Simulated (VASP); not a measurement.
Input of a VASP 6.6.1 run:

The input INCAR:

```
SYSTEM = BaY
PREC = Accurate ; ENCUT = 520
EDIFF = 1E-6 ; ISMEAR = -1
SIGMA = 0.05 ; LREAL = .FALSE.
LASPH = .TRUE. ; NELM = 80
ALGO = Normal ; ISIF = 2
LWAVE = .FALSE. ; LCHARG = .FALSE.
LMAXMIX = 4 ; METAGGA = SCAN
LMIXTAU = .TRUE. ; NBANDS = 18
```

Contents of KPOINTS:

```
regular mesh
0
G
  6 6 6
  0 0 0
```

Contents of POSCAR:

```
BaY
1.0
    4.4203700000      0.0000000000      0.0000000000
    0.0000000000      4.4203700000      0.0000000000
    0.0000000000      0.0000000000      4.4203700000
Ba Y
1 1
Direct
    0.0000000000      0.0000000000      0.0000000000
    0.5000000000      0.5000000000      0.5000000000
```

Contents of KPOINTS_OPT:

```
path GXMGRX,MR
10
line-mode
reciprocal
 0.0000000000  0.0000000000  0.0000000000  G
 0.0000000000  0.5000000000  0.0000000000  X

 0.0000000000  0.5000000000  0.0000000000  X
 0.5000000000  0.5000000000  0.0000000000  M

 0.5000000000  0.5000000000  0.0000000000  M
 0.0000000000  0.0000000000  0.0000000000  G

 0.0000000000  0.0000000000  0.0000000000  G
 0.5000000000  0.5000000000  0.5000000000  R

 0.5000000000  0.5000000000  0.5000000000  R
 0.0000000000  0.5000000000  0.0000000000  X

 0.5000000000  0.5000000000  0.0000000000  M
 0.5000000000  0.5000000000  0.5000000000  R
```

Potentials or basis: VASP PAW PBE potentials, release 64 (Ba_sv, Y_sv).

Run with:

```bash
$ cat potpaw_PBE.64/Ba_sv/POTCAR potpaw_PBE.64/Y_sv/POTCAR > POTCAR
$ mpirun -np 1 vasp_std > vasp.out
```

Question: What does it give for the band gap along the path?

Answer: None (metal or under the smearing width).

Question: What does it give for the pressure?

Answer: 0.1 GPa.

Levels at the corners of the path, in eV from the Fermi level:
```tsv
point	band 8	band 9	band 10	band 11	band 12	band 13	band 14	band 15
Γ	-13.67	-3.83	-1.18	-1.18	1.85	1.85	1.85	3.72
X	-13.65	-1.44	-1.38	0.07	1.10	1.73	1.73	2.39
X	-13.65	-1.44	-1.38	0.07	1.10	1.73	1.73	2.39
M	-13.61	-1.95	-0.97	0.54	0.54	1.31	1.31	2.72
M	-13.61	-1.95	-0.97	0.54	0.54	1.31	1.31	2.72
Γ	-13.67	-3.83	-1.18	-1.18	1.85	1.85	1.85	3.72
Γ	-13.67	-3.83	-1.18	-1.18	1.85	1.85	1.85	3.72
R	-13.94	-0.21	-0.21	-0.21	0.79	0.79	0.79	3.09
R	-13.94	-0.21	-0.21	-0.21	0.79	0.79	0.79	3.09
X	-13.65	-1.44	-1.38	0.07	1.10	1.73	1.73	2.39
M	-13.61	-1.95	-0.97	0.54	0.54	1.31	1.31	2.72
R	-13.94	-0.21	-0.21	-0.21	0.79	0.79	0.79	3.09
```

Caveat: the PAW data sets were made with another functional, which shifts forces and pressure a little; spin-orbit coupling is left out, which moves the levels of the heavy elements.
